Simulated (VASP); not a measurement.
Here is the system:

```xyz
12
Lattice="3.8323 0.0000 0.0000 -1.9162 3.3189 0.0000 0.0000 0.0000 18.7983" Properties=species:S:1:pos:R:3 pbc="T T T"
Zn     0.0000     2.2126    15.6639
Zn     1.9162     1.1063     6.2647
Zn     1.9162     1.1063    12.5358
Zn     0.0000     2.2126     3.1367
Zn     0.0000     0.0000     9.3980
Zn     0.0000     0.0000    18.7972
S      0.0000     2.2126    18.0110
S      1.9162     1.1063     8.6119
S      1.9162     1.1063    14.8828
S      0.0000     2.2126     5.4836
S      0.0000     0.0000    11.7510
S      0.0000     0.0000     2.3519
```

The numbers are results of PBEsol GGA, VASP's PBE PAW potentials (set 64) (plane waves; VASP 6.6.1), not measurements. Settings: 300 eV cut-off, 9×9×2 Γ-centred mesh, Gaussian smearing of 0.010 eV, potentials Zn S.

At this cut-off the stress carries a Pulay error, which pulls relaxed volumes low.

### Question
Give the stress tensor in GPa (positive for a compressed cell).

### Answer

```
-2.68   0.00   0.00
 0.00  -2.68   0.00
 0.00   0.00  -2.69
```
The pressure is its mean diagonal, -2.68 GPa.

The structure comes from a computed database's ZnS entry; how it stands against other phases isn't given here. The cell was not relaxed at this level.
